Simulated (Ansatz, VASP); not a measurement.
## Ti2H2CO2 (Ti2C(OH)2 MXene monolayer) in two plane-wave programs

One calculation is typed for both programs; each brings its own data sets. How far apart do they land? The cell is taken from a series of runs on this material, whose earlier steps may have relaxed, scaled, displaced or heated it; both programs get it as it stands.

Program: Ansatz 0.2.0. Level of theory: plane waves, with VASP 6.6.1 beside it; single point at PBE with D3(BJ). Results are calculated unless marked as measured.

## 1. Starting point

The cell holds 7 atoms: 2 H, 2 O, 2 Ti and 1 C. Its edges and angles: a = 3.039 Å, b = 3.039 Å, c = 24.782 Å, α = 90.0°, β = 90.0°, γ = 120.0°. Vacuum lies along c.

## 2. Ansatz: single point, PBE with D3(BJ)

Ansatz runs on its PAW soft_1 files.

With cell and atoms fixed, the geometry can't cause a difference; cores, projectors, grids and the points listed under the comparison can.

input.yaml reads:

```yaml
crystal:
  lattice:
    - [3.0386458317, 0.0, 0.0]
    - [-1.5193229159, 2.6315444834, 0.0]
    - [0.0, 0.0, 24.7821182084]
  atoms:
    - { symbol: H, position: [0.3333333333, 0.6666666667, 0.3631650824] }
    - { symbol: O, position: [0.3333333333, 0.6666666667, 0.4024046071] }
    - { symbol: Ti, position: [0.6666666667, 0.3333333333, 0.45354297] }
    - { symbol: C, position: [0.0, 0.0, 0.5] }
    - { symbol: Ti, position: [0.3333333333, 0.6666666667, 0.54645703] }
    - { symbol: O, position: [0.6666666667, 0.3333333333, 0.5975953929] }
    - { symbol: H, position: [0.6666666667, 0.3333333333, 0.6368349176] }
kpoints:
  mp_grid: { grid: [18, 18, 1] }
  band_path:
    path: [[0, 0, 0], [0.5, 0, 0], [0.33333333, 0.33333333, 0], [0, 0, 0]]
    npoints: 16
hamiltonian:
  xc: pbe
  dispersion: d3bj
  pseudopotentials: { kind: paw, azcp: { folder: soft_1 } }
scf:
  occupations: { method: fermi_dirac, width: 0.02585 }
  convergence: { dr2_threshold: 1.0e-10 }
efield:
  axis: 3
  dipole_correction: true
  ramp_position: 0.97
  ramp_width: 0.06
  amplitude: 0
output:
  dos: { projected: true, e_range: [-6, 5] }
  write_potential: true
  write_density: true
  volumetric_format: npy
  elf: true
```

Started as:

```console
$ ansatz run input.yaml --threads 2 --pin off --max-ram 3072MiB --backend cpu --events-out ev --progress --plain --runs-dir out
```

Numbers of over 12 decimals in the logs are rounded to 6 here.

Log:

```text
Engine: ansatz 0.2.0, x86_64-unknown-linux-gnu
Pseudopotentials: kind: paw
Pseudopotential: H, paw, valence charge 1, recommended cutoff 420 eV (normal), soft_1/H.paw.azcp
Pseudopotential: O, paw, valence charge 6, recommended cutoff 420 eV (normal), soft_1/O.paw.azcp
Pseudopotential: Ti, paw, valence charge 12, recommended cutoff 420 eV (normal), soft_1/Ti.paw.azcp
Pseudopotential: C, paw, valence charge 4, recommended cutoff 420 eV (normal), soft_1/C.paw.azcp
Functional definition: PBE
  parameter kappa = 0.804
  parameter beta = 0.066725
  exchange = pbe_x(kappa = kappa, mu = beta*pi^2/3)
  correlation = pbe_c(beta = beta)
Crystal: 7 atoms, lattice volume = 198.166 Å³
Basis set: ecut = 420 eV, 3851 PW (Γ)
Bands: 28, of which v1, the nominal top of the filled ones, is band 21 counted from 1 (20 counted from 0)
Symmetry: 6 space group operations
k-points: 37 of 324 (time reversal used)
Non-local potential: H, projectors of the file, l = 0: 2, l = 1: 1
Non-local potential: O, projectors of the file, l = 0: 2, l = 1: 2, l = 2: 1
Non-local potential: Ti, projectors of the file, l = 0: 3, l = 1: 2, l = 2: 3, l = 3: 1
Non-local potential: C, projectors of the file, l = 0: 2, l = 1: 2, l = 2: 1
PAW form: soft (Blöchl's): semilocal exchange-correlation on the pseudo side does not see the compensation charge
PAW one-centre angular grid: H, 110 points (default); XC on 64 Gauss nodes
PAW one-centre angular grid: O, 110 points (default); XC on 64 Gauss nodes
PAW one-centre angular grid: Ti, 590 points (default); XC on 64 Gauss nodes
PAW one-centre angular grid: C, 110 points (default); XC on 64 Gauss nodes
Initial density: superposition of atomic densities (neutral atoms: chi_scale 0, normalization atom)
Initial wavefunctions: pseudopotential atomic-orbital guess
Functional: x = pbe(κ = 0.804, μ = 0.219515), c = pbe(β = 0.066725)
SCF iter   1: F=—  HF=-6431.442587 eV  |F-HF|=—  |Δ(HF+E_count)|=         —  Δρ=1.01e-1  dr2=3.21e1  ethr=3.10e-3  p=0.000 e·Å  D=1.93e-13 V/Å  ΔV_dip=-0.00 eV  dr2_dipole=3.16e-11  V_vac-E_F(+/−)=7.90/7.90 eV  ⟨swp⟩=9.0  Hψ=5541  notcnv=0
efield: sawtooth ramp at fractional position 0.9700 (set: `efield.ramp_position`, or a place that a band, a saddle search or an elastic batch's reference lends), width 0.0600; the density the first Hamiltonian is built on has a dipole p = 0.000 e·Å; the dipole correction subtracts the counter field D = 1.93e-13 V/Å, which shifts the + side's vacuum level by -0.00 eV against the − side's; the planar-averaged density in the ramp window peaks in size at 1.2e-6 e/Å³
preconditioner: auto → LDOS  [insulator: Δε(μ)=0.061 eV  Ē_g=11.846 eV  σ=0.026 eV  W_gap=0.53  n_scr=16 (ndim 8)  ℏωp=13.5 eV  f_vac=0.638  D(μ)=1.77/eV (n_scr^D=10)  ε∞_Penn≈2.3  β→1.0]
SCF iter   2: F=—  HF=-6458.698386 eV  |F-HF|=—  |Δ(HF+E_count)|=    2.73e1  Δρ=1.90e-1  dr2=1.79e3  ethr=3.10e-3  p=-0.000 e·Å  D=-2.81e-4 V/Å  ΔV_dip=0.01 eV  dr2_dipole=1.40e-3  V_vac-E_F(+/−)=-4.01/-4.01 eV  ⟨swp⟩=15.2  Hψ=10419  notcnv=0  defer=59  recentre
SCF iter   3: F=—  HF=-6426.779787 eV  |F-HF|=—  |Δ(HF+E_count)|=    3.19e1  Δρ=5.83e-2  dr2=1.44e1  ethr=3.10e-3  p=-0.000 e·Å  D=-5.54e-5 V/Å  ΔV_dip=0.00 eV  dr2_dipole=1.18e-7  V_vac-E_F(+/−)=7.51/7.51 eV  ⟨swp⟩=9.5  Hψ=7074  notcnv=0  defer=26
SCF iter   4: F=—  HF=-6424.239807 eV  |F-HF|=—  |Δ(HF+E_count)|=    2.54e0  Δρ=1.79e-2  dr2=2.80e0  ethr=3.10e-3  p=0.001 e·Å  D=8.00e-4 V/Å  ΔV_dip=-0.02 eV  dr2_dipole=1.48e-6  V_vac-E_F(+/−)=12.22/12.28 eV  ⟨swp⟩=5.2  Hψ=2840  notcnv=0  defer=47
SCF iter   5: F=—  HF=-6424.024131 eV  |F-HF|=—  |Δ(HF+E_count)|=   2.16e-1  Δρ=9.43e-3  dr2=2.03e0  ethr=3.10e-3  p=0.001 e·Å  D=9.87e-4 V/Å  ΔV_dip=-0.02 eV  dr2_dipole=1.77e-6  V_vac-E_F(+/−)=12.40/12.48 eV  ⟨swp⟩=2.8  Hψ=2043  notcnv=0  defer=46
SCF iter   6: F=—  HF=-6423.943036 eV  |F-HF|=—  |Δ(HF+E_count)|=   8.11e-2  Δρ=4.56e-3  dr2=1.66e0  ethr=3.10e-3  p=0.001 e·Å  D=9.51e-4 V/Å  ΔV_dip=-0.02 eV  dr2_dipole=1.48e-6  V_vac-E_F(+/−)=12.34/12.42 eV  ⟨swp⟩=1.5  Hψ=1023  notcnv=0  defer=45
SCF iter   7: F=—  HF=-6423.727627 eV  |F-HF|=—  |Δ(HF+E_count)|=   2.15e-1  Δρ=3.89e-3  dr2=1.29e0  ethr=3.10e-3  p=0.001 e·Å  D=8.82e-4 V/Å  ΔV_dip=-0.02 eV  dr2_dipole=1.14e-6  V_vac-E_F(+/−)=10.96/11.03 eV  ⟨swp⟩=1.8  Hψ=1384  notcnv=0  defer=44
SCF iter   8: F=—  HF=-6423.519154 eV  |F-HF|=—  |Δ(HF+E_count)|=   2.08e-1  Δρ=3.10e-3  dr2=9.57e-1  ethr=3.08e-3  p=0.001 e·Å  D=6.92e-4 V/Å  ΔV_dip=-0.02 eV  dr2_dipole=8.20e-7  V_vac-E_F(+/−)=9.35/9.41 eV  ⟨swp⟩=1.9  Hψ=1077  notcnv=0  defer=46
SCF iter   9: F=—  HF=-6423.277823 eV  |F-HF|=—  |Δ(HF+E_count)|=   2.41e-1  Δρ=2.25e-3  dr2=5.32e-1  ethr=2.28e-3  p=0.001 e·Å  D=5.70e-4 V/Å  ΔV_dip=-0.01 eV  dr2_dipole=7.02e-7  V_vac-E_F(+/−)=7.01/7.06 eV  ⟨swp⟩=3.9  Hψ=1517  notcnv=0  defer=45
SCF iter  10: F=—  HF=-6423.124498 eV  |F-HF|=—  |Δ(HF+E_count)|=   1.53e-1  Δρ=3.06e-3  dr2=1.18e-1  ethr=1.27e-3  p=0.001 e·Å  D=6.52e-4 V/Å  ΔV_dip=-0.02 eV  dr2_dipole=1.44e-5  V_vac-E_F(+/−)=4.71/4.75 eV  ⟨swp⟩=5.4  Hψ=2167  notcnv=0  defer=49
[...]
SCF iter  17: F=—  HF=-6423.061759 eV  |F-HF|=—  |Δ(HF+E_count)|=   1.03e-3  Δρ=8.67e-4  dr2=1.15e-2  ethr=2.82e-5  p=0.000 e·Å  D=1.47e-4 V/Å  ΔV_dip=-0.00 eV  dr2_dipole=1.36e-7  V_vac-E_F(+/−)=2.03/2.03 eV  ⟨swp⟩=4.5  Hψ=1983  notcnv=0  defer=50
SCF iter  18: F=—  HF=-6423.061367 eV  |F-HF|=—  |Δ(HF+E_count)|=   3.92e-4  Δρ=1.44e-4  dr2=5.70e-4  ethr=2.74e-5  p=0.000 e·Å  D=7.07e-5 V/Å  ΔV_dip=-0.00 eV  dr2_dipole=2.16e-9  V_vac-E_F(+/−)=1.93/1.93 eV  ⟨swp⟩=3.1  Hψ=1285  notcnv=0  defer=56
SCF iter  19: F=—  HF=-6423.061538 eV  |F-HF|=—  |Δ(HF+E_count)|=   1.71e-4  Δρ=6.45e-5  dr2=5.70e-5  ethr=1.36e-6  p=0.000 e·Å  D=2.78e-5 V/Å  ΔV_dip=-0.00 eV  dr2_dipole=2.41e-7  V_vac-E_F(+/−)=1.93/1.93 eV  ⟨swp⟩=2.7  Hψ=1337  notcnv=0  defer=50
SCF iter  20: F=—  HF=-6423.061542 eV  |F-HF|=—  |Δ(HF+E_count)|=   4.17e-6  Δρ=2.05e-5  dr2=1.27e-5  ethr=1.36e-7  p=0.000 e·Å  D=1.77e-5 V/Å  ΔV_dip=-0.00 eV  dr2_dipole=5.87e-8  V_vac-E_F(+/−)=1.94/1.94 eV  ⟨swp⟩=2.4  Hψ=1416  notcnv=0  defer=46
SCF iter  21: F=—  HF=-6423.061540 eV  |F-HF|=—  |Δ(HF+E_count)|=   1.84e-6  Δρ=8.03e-6  dr2=7.24e-7  ethr=3.02e-8  p=0.000 e·Å  D=1.21e-5 V/Å  ΔV_dip=-0.00 eV  dr2_dipole=1.59e-8  V_vac-E_F(+/−)=1.94/1.94 eV  ⟨swp⟩=1.9  Hψ=1108  notcnv=0  defer=44
SCF iter  22: F=—  HF=-6423.061570 eV  |F-HF|=—  |Δ(HF+E_count)|=   3.00e-5  Δρ=1.57e-6  dr2=2.35e-8  ethr=1.72e-9  p=0.000 e·Å  D=7.64e-6 V/Å  ΔV_dip=-0.00 eV  dr2_dipole=6.44e-9  V_vac-E_F(+/−)=1.94/1.95 eV  ⟨swp⟩=2.3  Hψ=1290  notcnv=0  defer=42
SCF iter  23: F=—  HF=-6423.061570 eV  |F-HF|=—  |Δ(HF+E_count)|=   8.02e-9  Δρ=5.57e-7  dr2=2.18e-9  ethr=5.60e-11  p=0.000 e·Å  D=3.82e-6 V/Å  ΔV_dip=-0.00 eV  dr2_dipole=6.43e-10  V_vac-E_F(+/−)=1.95/1.95 eV  ⟨swp⟩=2.3  Hψ=1404  notcnv=0  defer=42
SCF iter  24: F=—  HF=-6423.061570 eV  |F-HF|=—  |Δ(HF+E_count)|=   2.48e-9  Δρ=3.50e-7  dr2=9.51e-10  ethr=5.18e-12  p=0.000 e·Å  D=2.04e-6 V/Å  ΔV_dip=-0.00 eV  dr2_dipole=3.15e-10  V_vac-E_F(+/−)=1.95/1.95 eV  ⟨swp⟩=2.5  Hψ=1425  notcnv=0  defer=42
SCF iter  25: F=—  HF=-6423.061570 eV  |F-HF|=—  |Δ(HF+E_count)|=  1.46e-11  Δρ=1.31e-7  dr2=1.97e-10  ethr=2.26e-12  p=0.000 e·Å  D=1.08e-6 V/Å  ΔV_dip=-0.00 eV  dr2_dipole=1.72e-11  V_vac-E_F(+/−)=1.95/1.95 eV  ⟨swp⟩=2.2  Hψ=1285  notcnv=0  defer=42
SCF iter  26: F=-6423.061570 eV  HF=-6423.061570 eV  |F-HF|=2.82e-11  |Δ(HF+E_count)|=  5.73e-11  Δρ=6.12e-8  dr2=3.16e-11  ethr=1.00e-12  p=0.000 e·Å  D=6.64e-7 V/Å  ΔV_dip=-0.00 eV  dr2_dipole=6.75e-12  V_vac-E_F(+/−)=1.95/1.95 eV  ⟨swp⟩=12.7  Hψ=4601  notcnv=0
SCF 1 converged in 26 iterations: F = -6423.061570 eV  dr2 = 3.16e-11
  greatest PAW one-centre occupation: 0.999 electrons in one spin orbital (limit 2), on the Ti atom at site 4 (counted from 0), in its partial waves of l = 0
NSCF: frozen V_eff on 49 k-points
efield: sawtooth ramp at fractional position 0.9700 (kept from the solve that this one continues, or follows in the run), width 0.0600; the density the first Hamiltonian is built on has a dipole p = 0.000 e·Å; the dipole correction subtracts the counter field D = 6.64e-7 V/Å, which shifts the + side's vacuum level by -0.00 eV against the − side's; the planar-averaged density in the ramp window peaks in size at 4.5e-6 e/Å³
WARN: The output density's exchange-correlation potential varies sharply where the density is thin. Do not read a vacuum level from v_tot or v_xc, or from such a field of the output density. On a cell that repeats whose density bears no net charge and no dipole along the vacuum's axis use v_es (v_loc + v_h of the components); under efield.dipole_correction with no amplitude use v_es + v_field, which holds any externa [...]
SCF converged after 26 iterations
Free energy (F): -6423.061570 eV
Harris-Foulkes:  -6423.061570 eV  (|F-HF|=2.82e-11)
Internal energy: -6423.055860 eV  (E = F + TS)
E sigma→0 (E₀):  -6423.058715 eV
Entropy (-TS):   -0.005710 eV (-0.816 meV/atom)
Fermi energy:    2.309875 eV
Dipole field:    D = 0.000004 V/Å  (p = 0.000005 e·Å, saw-weighted, corrected)
Work function:   Φ+ = 1.9452 eV   Φ− = 1.9453 eV
Levels:          The Fermi level and band energies are counted from a zero that moves with the ramp; work functions are not
--- Per-component energies (eV) ---
  E_band       = -752.711055
  E_kinetic    = 1016.145774
  E_local      = -49231.363089  (includes V_loc(G=0)·N_el)
  E_nonlocal   = 250.263073
  E_hartree    = 24105.766906
  E_xc         = -442.379154
  E_vxc        = -557.432346  (∫ρ·V_xc dr)
  E_paw        = -2510.381496  (= ΣΔE_a)
  E_vpaw       = -441.857257  (= ΣTr[D̂ρ^β])
  E_aug_tail   = -0.000624  (compensation charges beyond the density's cutoff)
  E_efield     = 0.000000  (sawtooth field / dipole correction)
  E_vefield    = 0.000000  (∫n·V_field dr)
  E_ewald      = 20390.220153
  E_disp       = -1.327405  (pairwise vdW)
  E_smearing   = -0.005710  (= −TS)
  E_closure    = -0.000000  (closes the sum)
  Σ components = -6423.061570   (vs F -6423.061570, Δ=0.00e0)
--- Band table (eV; the first three rows and the last of 37) ---
  k-point 0: bands = [... 17 lower, -1.9258, 0.1331, 0.1331, 2.0377, 2.3120, 2.4091, 2.4091, 2.5243, ... 3 higher]
  k-point 1: bands = [... 17 lower, -1.8286, -0.0379, 0.0834, 2.0793, 2.3258, 2.3765, 2.4750, 2.6141, ... 3 higher]
  k-point 2: bands = [... 17 lower, -1.6596, -0.4564, -0.0386, 2.0863, 2.2756, 2.4731, 2.6522, 2.8592, ... 3 higher]
  k-point 36: bands = [... 17 lower, -1.9836, -1.9836, -1.0377, 3.0627, 3.3933, 3.3933, 4.3146, 4.3146, ... 3 higher]
```

[end of part 1 of 2]

[Lines on the potential files, build, host, timing and source positions are cut from VASP's logs without a mark.]

[Logs are printed without paths, hosts, clocks, repeated set-up lines and the standing remarks that a program may print on its own settings, such as how far it seeks lower states.]

[Hosts, paths, dates, database ids (printed as entryN), source tags and the programs' standing remarks are cut or masked in the printed files.]
